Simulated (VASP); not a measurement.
Here is the system:

```yaml
crystal:
  lattice:
    - [2.59719, 1.49949, 4.72102]
    - [-2.59719, 1.49949, 4.72102]
    - [0.00000, -2.99898, 4.72102]
  atoms:
    - { symbol: Li, position: [0.64247, 0.64247, 0.64247] }
    - { symbol: Li, position: [0.35753, 0.35753, 0.35753] }
    - { symbol: Nb, position: [0.85543, 0.85543, 0.85543] }
    - { symbol: Nb, position: [0.14457, 0.14457, 0.14457] }
    - { symbol: O, position: [0.04356, 0.43886, 0.78394] }
    - { symbol: O, position: [0.95644, 0.56114, 0.21606] }
    - { symbol: O, position: [0.78394, 0.04356, 0.43886] }
    - { symbol: O, position: [0.21606, 0.95644, 0.56114] }
    - { symbol: O, position: [0.43886, 0.78394, 0.04356] }
    - { symbol: O, position: [0.56114, 0.21606, 0.95644] }
```

All values below come from PBEsol GGA, VASP's PBE PAW potentials (set 64) (plane waves; VASP). Run with 520 eV cut-off, 6×6×6 Γ-centred mesh, tetrahedra with Blöchl corrections, potentials Li_sv Nb_sv O.

The cores are frozen, which limits the accuracy of field gradients.

Problem. Give the principal components of the electric field gradient (V/Å²) and the asymmetry η at each nucleus.

Solution. 
```csv
atom,Vxx,Vyy,Vzz,η
Li1,-0.2,-0.2,0.5,-
Li2,-0.2,-0.2,0.5,-
Nb3,-38.3,-38.3,76.7,0.00
Nb4,-38.3,-38.3,76.7,0.00
O5,-17.7,-0.4,18.1,0.95
O6,-17.7,-0.4,18.1,0.95
O7,-17.7,-0.4,18.1,0.95
O8,-17.7,-0.4,18.1,0.95
O9,-17.7,-0.4,18.1,0.95
O10,-17.7,-0.4,18.1,0.95
```

The structure comes from a computed database's LiNbO3 entry (R-3); how it stands against other phases isn't given here. It was relaxed first, which changed the volume by -6 %.
